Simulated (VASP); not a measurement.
Level of theory: PBEsol GGA, VASP's PBE PAW potentials (set 64) (plane waves; VASP).

The input files of a VASP run:

INCAR:
```
ALGO = Normal
EDIFF = 1E-7
ENCUT = 520
GGA = PS
ISIF = 2
ISMEAR = 1
LASPH = .True.
LCHARG = .False.
LMAXMIX = 6
LREAL = .False.
LWAVE = .False.
NELM = 100
PREC = Accurate
SIGMA = 0.1
SYSTEM = Pt3Ti
```

POSCAR:
```
Pt3Ti
3.9370330
  1.0000001038   0.0000000000   0.0000000000
  0.0000000000   1.0000001038   0.0000000000
  0.0000000000   0.0000000000   1.0000001038
Ti Pt
1 3
Cartesian
  0.0000000000   0.0000000000   0.0000000000
  0.0000000000   0.5000000519   0.5000000519
  0.5000000519   0.0000000000   0.5000000519
  0.5000000519   0.5000000519   0.0000000000
```

File KPOINTS:
```
K-points
0
Gamma
  8 8 8
```

POTCAR, in this order: Ti_sv Pt (PBE.64 set). Program: vasp_std.

Unless said otherwise, spin-orbit coupling is left out, though it shifts the bands of the heavy elements here.

Task: Estimate the energy per atom (σ→0), pressure, band gap (on the k-mesh).

Result: 
```json
{
 "energy per atom (σ→0)": "-8.178 eV/atom",
 "band gap (on the k-mesh)": "none (metal, semimetal or under 0.01 eV)",
 "pressure": "-7.36 GPa"
}
```

**OSZICAR**
```
...
DAV:  11    -0.327155734487E+02   -0.17815E-02   -0.74375E-03  2369   0.673E-01    0.424E-01
DAV:  12    -0.327140961758E+02    0.14773E-02   -0.13694E-02  2467   0.656E-01    0.123E-01
DAV:  13    -0.327140127739E+02    0.83402E-04   -0.36488E-04  2297   0.128E-01    0.473E-02
DAV:  14    -0.327140247915E+02   -0.12018E-04   -0.71871E-05  2258   0.664E-02    0.540E-02
DAV:  15    -0.327139986545E+02    0.26137E-04   -0.11267E-04  2586   0.688E-02    0.798E-03
DAV:  16    -0.327139990857E+02   -0.43119E-06   -0.48763E-06  2711   0.130E-02    0.528E-03
DAV:  17    -0.327139990934E+02   -0.77280E-08   -0.35748E-07  1711   0.472E-03
   1 F= -.32713999E+02 E0= -.32713787E+02  d E =-.636283E-03
```

The compound is Pt3Ti in the L1_2 structure. This cell is one point of a volume scan, at 1.03 of the reference volume.
